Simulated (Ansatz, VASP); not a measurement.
## One calculation of Sr3Sc, two programs

INCAR

```
SYSTEM = Sr3Sc
PREC = Accurate ; ENCUT = 520
EDIFF = 1E-7 ; ISMEAR = -1
SIGMA = 0.05 ; LREAL = .FALSE.
LASPH = .TRUE. ; NELM = 100
ALGO = Normal ; ISIF = 2
LWAVE = .FALSE. ; LCHARG = .FALSE.
GGA = PE ; NBANDS = 28
```

KPOINTS

```
Automatic mesh
0
G
  7 7 7
  0 0 0
```

POSCAR

```
Sr3Sc
1.0
   -2.7626498805      2.7626498805      5.7478917157
    2.7626498805     -2.7626498805      5.7478917157
    2.7626498805      2.7626498805     -5.7478917157
Sr Sc
3 1
Direct
    0.5000000000      0.5000000000      0.0000000000
    0.2500000000      0.7500000000      0.5000000000
    0.7500000000      0.2500000000      0.5000000000
    0.0000000000      0.0000000000      0.0000000000
```

The input input.yaml:

```yaml
crystal:
  lattice:
    - [-2.7626498805, 2.7626498805, 5.7478917157]
    - [2.7626498805, -2.7626498805, 5.7478917157]
    - [2.7626498805, 2.7626498805, -5.7478917157]
  atoms:
    - { symbol: Sr, position: [0.5, 0.5, 0.0] }
    - { symbol: Sr, position: [0.25, 0.75, 0.5] }
    - { symbol: Sr, position: [0.75, 0.25, 0.5] }
    - { symbol: Sc, position: [0.0, 0.0, 0.0] }
hamiltonian:
  xc: pbe
  pseudopotentials: { kind: paw }
kpoints:
  mp_grid: { grid: [7, 7, 7] }
scf:
  occupations: { method: fermi_dirac, width: 0.05 }
output:
  forces: true
  stress: true
  eigenvalues: true
  write_density: true
  write_potential: true
  elf: true
  volumetric_format: npy
```

Change from the starting cell: volume scaled by 0.98.

Alike in both runs: task single point; functional PBE; k mesh 7 × 7 × 7; occupations fermi-dirac, width 0.05 eV; no spin polarisation.

|  | VASP | Ansatz |
| --- | --- | --- |
| version | VASP 6.6.1 | Ansatz 0.2.0 |
| potentials or method | VASP PAW PBE potentials, release 64 (Sr_sv, Sc_sv) | Ansatz PAW |
| plane-wave cutoff (eV) | 520 | 420 |
| valence electrons in the cell | 41 | 41 |

|  | VASP | Ansatz | Ansatz less VASP |
| --- | --- | --- | --- |
| gap on the k mesh at the Fermi level (eV) | none | none | - |
| pressure (GPa) | 0.3 | 0.3 | -0.01 |
| largest component of the traceless stress (GPa) | 0.22 | 0.22 | -0.001 |

A gap of «none» marks a metal or a gap that the smearing closes.
